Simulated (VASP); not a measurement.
Calculation: TPSS meta-GGA, VASP's PBE PAW potentials (set 64) (plane waves; VASP).

A VASP calculation is set up with these files.

KPOINTS:
```
Automatic mesh
0
Gamma
7 7 3
0 0 0
```

**INCAR**
```
SYSTEM = PtS2
PREC = Accurate
ENCUT = 520
EDIFF = 1E-7
NELM = 100
ALGO = Normal
LREAL = .FALSE.
LASPH = .TRUE.
ISMEAR = 0
SIGMA = 0.05
METAGGA = TPSS
LMIXTAU = .TRUE.
LMAXMIX = 6
LWAVE = .FALSE.
LCHARG = .FALSE.
ISIF = 4
IBRION = 2
NSW = 30
EDIFFG = -0.01
```

**POSCAR**
```
PtS2
1
    1.7421723941    -3.0175311718     0.0000000000
    1.7421723941     3.0175311718     0.0000000000
    0.0000000000     0.0000000000     7.2802835444
Pt S
1 2
Direct
  0.0000000000   0.0000000000   0.0000000000
  0.3333330000   0.6666670000   0.1669828170
  0.6666670000   0.3333330000   0.8330171830
```

POTCAR, in this order: Pt S (PBE.64 set). Program: vasp_std.

What VASP printed:

File OUTCAR:
```
 ion  position               nearest neighbor table
   1  0.000  0.000  0.000-   2 2.35   3 2.35   3 2.35   2 2.35   3 2.35   2 2.35
   2  0.333  0.667  0.167-   1 2.35   1 2.35   1 2.35
   3  0.667  0.333  0.833-   1 2.35   1 2.35   1 2.35
  LATTYP: Found a hexagonal cell.
 ALAT       =     3.4843448485
 C/A-ratio  =     2.0894268107
 Subroutine PRICEL returns:
 Original cell was already a primitive cell.
 Subroutine GETGRP returns: Found 12 space group operations
The static configuration has the point symmetry D_3d.
The dynamic configuration has the point symmetry D_3d.
 Subroutine INISYM returns: Found 12 space group operations
 Subroutine IBZKPT returns following result:
 Found     20 irreducible k-points:

 Following reciprocal coordinates:
            Coordinates               Weight
  0.000000  0.000000  0.000000      1.000000
  0.142857 -0.000000  0.000000      6.000000
  0.285714  0.000000  0.000000      6.000000
  0.428571  0.000000  0.000000      6.000000
  0.142857  0.142857  0.000000      6.000000
  0.285714  0.142857  0.000000     12.000000
  0.428571  0.142857  0.000000      6.000000
  0.285714  0.285714  0.000000      6.000000
  0.000000  0.000000  0.333333      2.000000
  0.142857 -0.000000  0.333333      6.000000
 -0.000000  0.142857  0.333333      6.000000
  0.285714  0.000000  0.333333      6.000000
  0.000000  0.285714  0.333333      6.000000
  0.428571  0.000000  0.333333      6.000000
  0.000000  0.428571  0.333333      6.000000
  0.142857  0.142857  0.333333     12.000000
  0.285714  0.142857  0.333333     12.000000
 -0.142857  0.428571  0.333333     12.000000
  0.428571  0.142857  0.333333     12.000000
  0.285714  0.285714  0.333333     12.000000
   k-points           NKPTS =     20   k-points in BZ     NKDIM =     20   number of bands    NBANDS=     15
   number of dos      NEDOS =    301   number of ions     NIONS =      3
   total plane-waves  NPLWV =  42336
   dimension x,y,z NGX =    28 NGY =   28 NGZ =   54
   dimension x,y,z NGXF=    56 NGYF=   56 NGZF=  108
   ions per type =               1   2
   PREC   = accura    normal or accurate (medium, high low for compatibility)
   ISTART =      0    job   : 0-new  1-cont  2-samecut
   ICHARG =      2    charge: 1-file 2-atom 10-const
   ISPIN  =      1    spin polarized calculation?
   LNONCOLLINEAR =      F non collinear calculations
   LSORBIT =      F    spin-orbit coupling
   INIWAV =      1    electr: 0-lowe 1-rand  2-diag
   ENCUT  =  520.0 eV  38.22 Ry    6.18 a.u.   6.48  6.48 13.54*2*pi/ulx,y,z
   NELM   =    100;   NELMIN=  2; NELMDL= -5     # of ELM steps
   EDIFF  = 0.1E-06   stopping-criterion for ELM
   LREAL  =      F    real-space projection
   NLSPLINE    = F    spline interpolate recip. space projectors
   LMAXMIX     =    6 max onsite mixed and CHGCAR
   VOSKOWN=      0    Vosko Wilk Nusair interpolation
   EDIFFG = -.1E-01   stopping-criterion for IOM
   NSW    =     30    number of steps for IOM
   NBLOCK =      1;   KBLOCK =     30    inner block; outer block
   IBRION =      2    ionic relax: 0-MD 1-quasi-New 2-CG
   NFREE  =      1    steps in history (QN), initial steepest desc. (CG)
   ISIF   =      4    stress and relaxation
   ISYM   =      2    0-nonsym 1-usesym 2-fastsym
   TEIN   =    0.0    initial temperature
   TEBEG  =    0.0;   TEEND  =   0.0 temperature during run
   SMASS  =  -3.00    Nose mass-parameter (am)
   PSTRESS=    0.0 pullay stress
   NELECT =      22.0000    total number of electrons
   EFERMI =   0.00;   METHOD = LEGACY
   ISMEAR =     0;   SIGMA  =   0.05  broadening in eV -4-tet -1-fermi 0-gaus
   IALGO  =     38    algorithm
   LDIAG  =      T    sub-space diagonalisation (order eigenvalues)
   IMIX   =      4    mixing-type and parameters
...
```

File OSZICAR:
```
       N       E                     dE             d eps       ncg     rms          rms(c)
DAV:   1     0.124438274902E+03    0.12444E+03   -0.10048E+04   600   0.127E+03
DAV:   2    -0.175044190739E+02   -0.14194E+03   -0.13796E+03   769   0.260E+02
DAV:   3    -0.246175538359E+02   -0.71131E+01   -0.70816E+01   803   0.650E+01
DAV:   4    -0.247175505090E+02   -0.99997E-01   -0.99975E-01   735   0.815E+00
DAV:   5    -0.247204521172E+02   -0.29016E-02   -0.29015E-02   856   0.128E+00    0.218E+01
DAV:   6    -0.252833992804E+02   -0.56295E+00   -0.14637E+01   607   0.469E+01    0.124E+01
DAV:   7    -0.259686601053E+02   -0.68526E+00   -0.46744E+00   656   0.229E+01    0.418E+00
DAV:   8    -0.259623135991E+02    0.63465E-02   -0.14541E-01   796   0.326E+00    0.161E+00
DAV:   9    -0.259329426043E+02    0.29371E-01   -0.53182E-02   726   0.202E+00    0.506E-01
DAV:  10    -0.259659802348E+02   -0.33038E-01   -0.17635E-02   621   0.135E+00    0.364E-01
DAV:  11    -0.259418477053E+02    0.24133E-01   -0.13482E-02   649   0.145E+00    0.208E-01
DAV:  12    -0.259675660807E+02   -0.25718E-01   -0.15372E-02   614   0.140E+00    0.491E-02
DAV:  13    -0.259693643296E+02   -0.17982E-02   -0.77565E-04   824   0.360E-01    0.267E-02
DAV:  14    -0.259695615940E+02   -0.19726E-03   -0.67759E-05   733   0.857E-02    0.146E-02
DAV:  15    -0.259695748295E+02   -0.13235E-04   -0.15491E-05   628   0.475E-02    0.538E-03
DAV:  16    -0.259695866397E+02   -0.11810E-04   -0.15848E-05   649   0.444E-02    0.298E-03
DAV:  17    -0.259695905262E+02   -0.38865E-05   -0.98120E-07   810   0.118E-02    0.286E-03
DAV:  18    -0.259695906846E+02   -0.15835E-06   -0.57106E-07   635   0.811E-03    0.326E-03
DAV:  19    -0.259695915614E+02   -0.87678E-06   -0.18480E-07   489   0.419E-03    0.199E-03
DAV:  20    -0.259695917364E+02   -0.17507E-06   -0.91448E-08   454   0.263E-03    0.546E-04
DAV:  21    -0.259695916866E+02    0.49865E-07   -0.15968E-08   328   0.161E-03
   1 F= -.25969592E+02 E0= -.25969592E+02  d E =-.259696E+02
       N       E                     dE             d eps       ncg     rms          rms(c)
DAV:   1    -0.260345925472E+02   -0.65001E-01   -0.76420E+00   600   0.172E+01    0.221E+00
DAV:   2    -0.260484353428E+02   -0.13843E-01   -0.36196E-01   649   0.471E+00    0.965E-01
DAV:   3    -0.260416887033E+02    0.67466E-02   -0.18744E-02   861   0.110E+00    0.606E-01
DAV:   4    -0.260392459530E+02    0.24428E-02   -0.10486E-02   811   0.662E-01    0.156E-01
DAV:   5    -0.260393580714E+02   -0.11212E-03   -0.13658E-03   712   0.307E-01    0.899E-02
DAV:   6    -0.260392848063E+02    0.73265E-04   -0.49167E-04   810   0.189E-01    0.472E-02
DAV:   7    -0.260392756287E+02    0.91776E-05   -0.18885E-04   684   0.150E-01    0.136E-02
DAV:   8    -0.260394162945E+02   -0.14067E-03   -0.84190E-05   712   0.927E-02    0.866E-03
DAV:   9    -0.260394199960E+02   -0.37014E-05   -0.15428E-05   642   0.470E-02    0.898E-03
DAV:  10    -0.260394312669E+02   -0.11271E-04   -0.43759E-06   740   0.202E-02    0.463E-03
DAV:  11    -0.260394312948E+02   -0.27934E-07   -0.48323E-07   705   0.777E-03
   2 F= -.26039431E+02 E0= -.26039431E+02  d E =-.698396E-01
       N       E                     dE             d eps       ncg     rms          rms(c)
DAV:   1    -0.260505976238E+02   -0.11166E-01   -0.67133E+00   600   0.161E+01    0.201E+00
DAV:   2    -0.260648388653E+02   -0.14241E-01   -0.31734E-01   656   0.440E+00    0.848E-01
DAV:   3    -0.260582970624E+02    0.65418E-02   -0.16301E-02   830   0.103E+00    0.533E-01
DAV:   4    -0.260561234809E+02    0.21736E-02   -0.94268E-03   804   0.626E-01    0.147E-01
DAV:   5    -0.260563098152E+02   -0.18633E-03   -0.12335E-03   691   0.291E-01    0.835E-02
DAV:   6    -0.260562449690E+02    0.64846E-04   -0.43084E-04   810   0.179E-01    0.440E-02
DAV:   7    -0.260562171540E+02    0.27815E-04   -0.19148E-04   656   0.151E-01    0.137E-02
DAV:   8    -0.260563812158E+02   -0.16406E-03   -0.81872E-05   656   0.930E-02    0.835E-03
DAV:   9    -0.260563843935E+02   -0.31777E-05   -0.10545E-05   663   0.400E-02    0.749E-03
DAV:  10    -0.260563924378E+02   -0.80444E-05   -0.36152E-06   712   0.187E-02    0.487E-03
DAV:  11    -0.260563925456E+02   -0.10779E-06   -0.38370E-07   726   0.695E-03    0.235E-03
DAV:  12    -0.260563927340E+02   -0.18834E-06   -0.87747E-08   524   0.332E-03    0.184E-03
DAV:  13    -0.260563926905E+02    0.43413E-07   -0.27602E-08   482   0.171E-03
   3 F= -.26056393E+02 E0= -.26056393E+02  d E =-.868010E-01
       N       E                     dE             d eps       ncg     rms          rms(c)
DAV:   1    -0.260565340842E+02   -0.14135E-03   -0.82465E-02   600   0.180E+00    0.256E-01
DAV:   2    -0.260567317406E+02   -0.19766E-03   -0.38497E-03   684   0.485E-01    0.967E-02
DAV:   3    -0.260567110962E+02    0.20644E-04   -0.14850E-04   905   0.104E-01    0.543E-02
DAV:   4    -0.260566791466E+02    0.31950E-04   -0.15620E-04   796   0.793E-02    0.178E-02
DAV:   5    -0.260566843095E+02   -0.51630E-05   -0.19568E-05   663   0.354E-02    0.834E-03
DAV:   6    -0.260566825778E+02    0.17317E-05   -0.62803E-06   663   0.218E-02    0.502E-03
DAV:   7    -0.260566824229E+02    0.15486E-06   -0.33319E-06   656   0.197E-02    0.231E-03
DAV:   8    -0.260566851047E+02   -0.26817E-05   -0.14252E-06   635   0.123E-02    0.815E-04
DAV:   9    -0.260566851972E+02   -0.92536E-07   -0.13321E-07   512   0.462E-03
   4 F= -.26056685E+02 E0= -.26056685E+02  d E =-.870935E-01
       N       E                     dE             d eps       ncg     rms          rms(c)
DAV:   1    -0.260778419004E+02   -0.21157E-01   -0.76849E-01   621   0.639E+00    0.808E-01
DAV:   2    -0.260643653641E+02    0.13477E-01   -0.36612E-02   677   0.173E+00    0.373E-01
DAV:   3    -0.260628321818E+02    0.15332E-02   -0.67002E-03   754   0.699E-01    0.188E-01
DAV:   4    -0.260618226789E+02    0.10095E-02   -0.24881E-03   761   0.355E-01    0.904E-02
DAV:   5    -0.260617824145E+02    0.40264E-04   -0.31936E-04   817   0.158E-01    0.362E-02
DAV:   6    -0.260617229943E+02    0.59420E-04   -0.13846E-04   754   0.109E-01    0.180E-02
DAV:   7    -0.260617469675E+02   -0.23973E-04   -0.40198E-05   670   0.754E-02    0.127E-02
DAV:   8    -0.260617743155E+02   -0.27348E-04   -0.95283E-06   705   0.338E-02    0.639E-03
DAV:   9    -0.260617761713E+02   -0.18557E-05   -0.26978E-06   677   0.197E-02    0.240E-03
DAV:  10    -0.260617770677E+02   -0.89644E-06   -0.72278E-07   670   0.944E-03    0.141E-03
DAV:  11    -0.260617772250E+02   -0.15735E-06   -0.21213E-07   518   0.556E-03    0.320E-04
DAV:  12    -0.260617772441E+02   -0.19085E-07   -0.42334E-08   566   0.233E-03
   5 F= -.26061777E+02 E0= -.26061777E+02  d E =-.509205E-02
       N       E                     dE             d eps       ncg     rms          rms(c)
DAV:   1    -0.260719385255E+02   -0.10161E-01   -0.42886E-01   621   0.477E+00    0.609E-01
DAV:   2    -0.260643140974E+02    0.76244E-02   -0.20497E-02   670   0.130E+00    0.282E-01
DAV:   3    -0.260634690844E+02    0.84501E-03   -0.37889E-03   747   0.523E-01    0.141E-01
DAV:   4    -0.260629194397E+02    0.54964E-03   -0.13924E-03   761   0.265E-01    0.674E-02
DAV:   5    -0.260629073326E+02    0.12107E-04   -0.17648E-04   796   0.119E-01    0.273E-02
DAV:   6    -0.260628783448E+02    0.28988E-04   -0.77827E-05   698   0.823E-02    0.134E-02
DAV:   7    -0.260628913659E+02   -0.13021E-04   -0.22922E-05   684   0.571E-02    0.946E-03
DAV:   8    -0.260629074331E+02   -0.16067E-04   -0.54165E-06   733   0.255E-02    0.493E-03
DAV:   9    -0.260629086234E+02   -0.11904E-05   -0.15075E-06   635   0.148E-02    0.192E-03
DAV:  10    -0.260629091569E+02   -0.53341E-06   -0.39514E-07   626   0.709E-03    0.106E-03
DAV:  11    -0.260629092533E+02   -0.96393E-07   -0.12282E-07   485   0.429E-03
   6 F= -.26062909E+02 E0= -.26062909E+02  d E =-.622406E-02
```

File OUTCAR:
```
------------------------ aborting loop because EDIFF is reached ----------------------------------------
  FORCE on cell =-STRESS in cart. coord.  units (eV):
  Direction    XX          YY          ZZ          XY          YZ          ZX
  --------------------------------------------------------------------------------------
  Total        0.0471586      0.0471587      0.0438947      0.0000000      0.0000000      0.0000000
  in kB        0.9870764      0.9870764      0.9187580      0.0000000      0.0000000      0.0000000
  external PRESSURE =       0.9643036 kB  Pullay stress =       0.0000000 kB
  volume of cell :       76.55
      direct lattice vectors                 reciprocal lattice vectors
     1.780098649 -3.083221392 -0.000000000     0.280883310 -0.162168050 -0.000000000
     1.780098649  3.083221392  0.000000000     0.280883310  0.162168050 -0.000000000
     0.000000000  0.000000000  6.973365133     0.000000000 -0.000000000  0.143402788
 POSITION                                       TOTAL-FORCE (eV/Angst)
 -----------------------------------------------------------------------------------
      0.00000      0.00000      0.00000        -0.000000      0.000000      0.000000
      1.78010      1.02774      1.23714        -0.000000      0.000000      0.003210
      1.78010     -1.02774      5.73622         0.000000     -0.000000     -0.003210
 -----------------------------------------------------------------------------------
    total drift:                               -0.000000      0.000000      0.000000
  FREE ENERGIE OF THE ION-ELECTRON SYSTEM (eV)
  ---------------------------------------------------
  free  energy   TOTEN  =       -26.0629092533 eV

  energy  without entropy=      -26.0629092533  energy(sigma->0) =      -26.06290925

 reached required accuracy - stopping structural energy minimisation
```
(Selected blocks of OUTCAR.)

CONTCAR:
```
PtS2
   1.00000000000000
     1.7800986488495767   -3.0832213916600573   -0.0000000000000000
     1.7800986488495767    3.0832213916600573    0.0000000000000000
     0.0000000000000000    0.0000000000000000    6.9733651331713817
  Pt              S
     1     2
Direct
     0.0000000000000000    0.0000000000000000    0.0000000000000000
     0.3333330000000032    0.6666669999999968    0.1774100410884062
     0.6666669999999968    0.3333330000000032    0.8225899589115938
```

Without a dispersion term in the relaxation, distances and binding between the weakly bound layers, chains or molecules are unreliable, and so is what depends on them.

The compound is PtS2 in the 1T layered structure. This cell is one point of a volume scan, at 0.94 of the reference volume. Symmetry was kept, so distortions that lower it aren't found.
